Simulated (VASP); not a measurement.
Computed with PBE GGA with D3 dispersion (zero damping), VASP's PBE PAW potentials (set 64) (plane waves; VASP).

Input for VASP

**POSCAR**
```
CdTe
1.0
  0.0000000000   3.2990418415   3.2990418415
  3.2990418415   0.0000000000   3.2990418415
  3.2990418415   3.2990418415   0.0000000000
Cd Te
1 1
Cartesian
  0.0000000000   0.0000000000   0.0000000000
  1.6495209207   1.6495209207   1.6495209207
```

File KPOINTS:
```
Automatic mesh
0
G
  7 7 7
0 0 0
```

INCAR:
```
! general
SYSTEM   =  CdTe
PREC     =  Accurate
ENCUT    =  520
LREAL    =  .FALSE.   ! projection in real space or not
LASPH    =  .TRUE.

! electronic loop
EDIFF    =  1E-7   ! SCF stop (eV)
NELM     =  100
ALGO     =  Normal
LMAXMIX  =  4   ! l cut-off of mixed one-centre charges

! smearing
ISMEAR   =  0   ! Gaussian
SIGMA    =  0.05

! functional
GGA      =  PE   ! PBE
IVDW     =  11

! ions
ISIF     =  2

! output
LWAVE    =  .FALSE.
LCHARG   =  .FALSE.
```

POTCAR, in this order: Cd Te (PBE.64 set). Program: vasp_std.

The resulting files:

**OSZICAR**
```
       N       E                     dE             d eps       ncg     rms          rms(c)
DAV:   1     0.101006286469E+03    0.10101E+03   -0.81308E+03   520   0.118E+03
DAV:   2    -0.101199613535E+01   -0.10202E+03   -0.98316E+02   590   0.276E+02
DAV:   3    -0.500320603583E+01   -0.39912E+01   -0.39853E+01   620   0.568E+01
DAV:   4    -0.504354696888E+01   -0.40341E-01   -0.40338E-01   720   0.498E+00
DAV:   5    -0.504366368656E+01   -0.11672E-03   -0.11672E-03   610   0.263E-01    0.521E+00
DAV:   6    -0.482315057288E+01    0.22051E+00   -0.46509E-01   580   0.865E+00    0.428E+00
DAV:   7    -0.480829301369E+01    0.14858E-01   -0.11642E-01   590   0.248E+00    0.169E+00
DAV:   8    -0.480912007354E+01   -0.82706E-03   -0.99850E-03   540   0.137E+00    0.482E-01
DAV:   9    -0.480946795101E+01   -0.34788E-03   -0.98994E-04   615   0.358E-01    0.104E-01
DAV:  10    -0.480953629759E+01   -0.68347E-04   -0.12400E-04   565   0.116E-01    0.519E-02
DAV:  11    -0.480958170218E+01   -0.45405E-04   -0.87293E-05   553   0.647E-02    0.348E-02
DAV:  12    -0.480958054760E+01    0.11546E-05   -0.34050E-06   626   0.163E-02    0.199E-02
DAV:  13    -0.480958039569E+01    0.15191E-06   -0.64222E-07   560   0.434E-03    0.122E-02
DAV:  14    -0.480958041548E+01   -0.19789E-07   -0.98970E-07   530   0.679E-03
   1 F= -.53109836E+01 E0= -.53109836E+01  d E =-.161143E-10
```

### OUTCAR
```
------------------------ aborting loop because EDIFF is reached ----------------------------------------
 Edisp (eV)   -0.50140
  FORCE on cell =-STRESS in cart. coord.  units (eV):
  Direction    XX          YY          ZZ          XY          YZ          ZX
  --------------------------------------------------------------------------------------
  Total      -0.48913    -0.48913    -0.48913    -0.00000    -0.00000     0.00000
  in kB     -10.91299   -10.91299   -10.91299    -0.00000    -0.00000     0.00000
  external pressure =      -10.91 kB  Pullay stress =        0.00 kB
  volume of cell :       71.81
      direct lattice vectors                 reciprocal lattice vectors
     0.000000000  3.299041841  3.299041841    -0.151559157  0.151559157  0.151559157
     3.299041841  0.000000000  3.299041841     0.151559157 -0.151559157  0.151559157
     3.299041841  3.299041841  0.000000000     0.151559157  0.151559157 -0.151559157
  FREE ENERGIE OF THE ION-ELECTRON SYSTEM (eV)
  ---------------------------------------------------
  free  energy   TOTEN  =        -5.3109836040 eV

  energy  without entropy=       -5.3109836040  energy(sigma->0) =       -5.31098360
```
(Selected blocks of OUTCAR.)

The compound is CdTe in the zinc blende structure. This cell is one point of a volume scan, at 1.03 of the reference volume.
